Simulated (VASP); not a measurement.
Method: PBEsol GGA, VASP's PBE PAW potentials (set 64) (plane waves; VASP).

Input for VASP

File POSCAR:
```
MnS
1
    5.0319655988     2.5097811639     2.5097811639
    2.5097811639     5.0319655988     2.5097811639
    2.5097811639     2.5097811639     5.0319655988
Mn S
2 2
Direct
  0.0000000000   0.0000000000   0.0000000000
  0.5000000000   0.5000000000   0.5000000000
  0.2500000000   0.2500000000   0.2500000000
  0.7500000000   0.7500000000   0.7500000000
```

KPOINTS:
```
k-points along high-symmetry lines
12
Line-mode
Reciprocal
  0.000000   0.000000   0.000000 ! GAMMA
  0.500000   0.500000   0.500000 ! T

  0.500000   0.500000   0.500000 ! T
  0.812500   0.187500   0.500000 ! H_2

  0.500000  -0.187500   0.187500 ! H_0
  0.500000  -0.000000  -0.000000 ! L

  0.500000  -0.000000  -0.000000 ! L
  0.000000   0.000000   0.000000 ! GAMMA

  0.000000   0.000000   0.000000 ! GAMMA
  0.343750  -0.343750   0.000000 ! S_0

  0.656250  -0.000000   0.343750 ! S_2
  0.500000   0.000000   0.500000 ! F

  0.500000   0.000000   0.500000 ! F
  0.000000   0.000000   0.000000 ! GAMMA
```

INCAR:
```
ALGO = Normal
EDIFF = 1E-7
ENCUT = 520
GGA = PS
ICHARG = 11
ISMEAR = 0
ISPIN = 2
LASPH = T
LCHARG = F
LMAXMIX = 4
LORBIT = 11
LREAL = F
LWAVE = F
MAGMOM = 4.0 -4.0 0.0 0.0
NELM = 100
PREC = Accurate
SIGMA = 0.05
SYSTEM = MnS
```

POTCAR, in this order: Mn_pv S (PBE.64 set). Program: vasp_std. Read from the step before: CHGCAR.

Output

File OSZICAR:
```
       N       E                     dE             d eps       ncg     rms          rms(c)
DAV:   1     0.368947725222E+03    0.36895E+03   -0.22199E+04  8216   0.184E+03
DAV:   2     0.768547722595E+00   -0.36818E+03   -0.36328E+03  7875   0.489E+02
DAV:   3    -0.275918991158E+02   -0.28360E+02   -0.27758E+02 10620   0.126E+02
DAV:   4    -0.284514899040E+02   -0.85959E+00   -0.83656E+00  8218   0.211E+01
DAV:   5    -0.284748088145E+02   -0.23319E-01   -0.23315E-01  9827   0.367E+00
DAV:   6    -0.284753352360E+02   -0.52642E-03   -0.52642E-03  8921   0.585E-01
DAV:   7    -0.284753576739E+02   -0.22438E-04   -0.22438E-04 10768   0.120E-01
DAV:   8    -0.284753583845E+02   -0.71060E-06   -0.71053E-06  9122   0.174E-02
DAV:   9    -0.284753584214E+02   -0.36888E-07   -0.36018E-07  8213   0.360E-03
   1 F= -.28475358E+02 E0= -.28475358E+02  d E =-.182989E-07  mag=    -0.0000
```

OUTCAR:
```



 magnetization (x)

# of ion       s       p       d       tot
------------------------------------------
    1        0.018   0.011   3.968   3.997
    2       -0.018  -0.011  -3.968  -3.997
    3        0.000   0.000   0.000   0.000
    4        0.000   0.000   0.000   0.000
--------------------------------------------------
tot          0.000   0.000   0.000   0.000
```
(Selected blocks of OUTCAR.)

**OUTCAR**
```
 val. band max:        7.4885453848   @ k =   0.5000   0.5000   0.5000

 cond. band min:       7.8291630990   @ k =   0.5000   0.0000   0.0000



 spin component 1

 k-point     1 :       0.0000    0.0000    0.0000
  band No.  band energies     occupation
      1     -42.6211      1.00000
      2     -42.6211      1.00000
      3     -42.6130      1.00000
      4     -38.3301      1.00000
      5     -38.3301      1.00000
      6     -38.2956      1.00000
      7      -7.4048      1.00000
      8      -5.7707      1.00000
      9       0.2839      1.00000
     10       2.9719      1.00000
     11       2.9719      1.00000
     12       4.6248      1.00000
     13       4.6248      1.00000
     14       4.8308      1.00000
     15       5.8656      1.00000
     16       5.8656      1.00000
     17       5.9054      1.00000
     18       5.9926      1.00000
     19       5.9926      1.00000
     20       8.3835      0.00000
     21       8.3835      0.00000
     22       8.5358      0.00000
     23      10.2911      0.00000

 k-point     2 :       0.0455    0.0455    0.0455
  band No.  band energies     occupation
      1     -42.6211      1.00000
      2     -42.6211      1.00000
      3     -42.6130      1.00000
      4     -38.3301      1.00000
      5     -38.3301      1.00000
      6     -38.2956      1.00000
      7      -7.3987      1.00000
      8      -5.7828      1.00000
      9       0.3069      1.00000
     10       2.9760      1.00000
     11       2.9760      1.00000
     12       4.6253      1.00000
     13       4.6253      1.00000
     14       4.8179      1.00000
     15       5.7335      1.00000
     16       5.7335      1.00000
     17       5.8724      1.00000
     18       6.1276      1.00000
     19       6.1276      1.00000
     20       8.3815      0.00000
     21       8.3815      0.00000
     22       8.5338      0.00000
     23      10.2774      0.00000

...
```

The density is held fixed in this step, so its total energy and stress have no physical meaning.

The compound is MnS in the rock salt, AFM-II order structure. It was relaxed first, which changed the volume by -10 %.
